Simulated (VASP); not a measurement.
Given:

```
CELL_PARAMETERS angstrom
      0.00000     2.48653     2.48653
      2.48653     0.00000     2.48653
      2.48653     2.48653     0.00000
ATOMIC_POSITIONS crystal
  Gd 0.00000 0.00000 0.00000
  N  0.50000 0.50000 0.50000
```

Calculation: TPSS meta-GGA, VASP's PBE PAW potentials (set 64) (plane waves; VASP 6.6.1). Run with 520 eV cut-off, 11×11×11 Γ-centred mesh, first-order Methfessel-Paxton smearing of 0.10 eV, potentials Gd_3 N.

The 4f electrons are frozen in the core of the lanthanide potential, so 4f levels, which can set the real gap, and their magnetism are missing.

Problem. What does the run give for the energy per atom (σ→0), band gap (on the k-mesh) with the smallest direct gap where there is one?

Solution. 
```yaml
band gap (on the k-mesh): none (metal, semimetal or under 0.01 eV)
energy per atom (σ→0): -1095.4 kJ/mol of atoms
```

Total energies compare only between runs with the same potentials, cut-off and functional.

The compound is GdN in the rock salt structure. It was relaxed first. The start is the result of an earlier pass.
